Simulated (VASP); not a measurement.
```xyz
4
Lattice="1.5404 -2.6681 0.0000 1.5404 2.6681 0.0000 0.0000 0.0000 5.0180" Properties=species:S:1:pos:R:3 pbc="T T T"
Ga     1.5404    -0.8894     2.5100
Ga     1.5404     0.8894     0.0010
N      1.5404    -0.8894     4.3998
N      1.5404     0.8894     1.8908
```

Level of theory: PBE GGA, VASP's PBE PAW potentials (set 64) (plane waves; VASP). Numerical set-up: 620 eV cut-off, 8×8×5 Γ-centred mesh, Gaussian smearing of 0.050 eV, potentials Ga_d N.

Question: Predict the energy per atom (σ→0), pressure.

Answer: 
```json
{
  "energy per atom (σ→0)": "-5.961 eV/atom",
  "pressure": "298.0 kbar"
}
```

Total energies compare only between runs with the same potentials, cut-off and functional.

The compound is GaN in the wurtzite structure. It was relaxed first under an external pressure of 30 GPa.
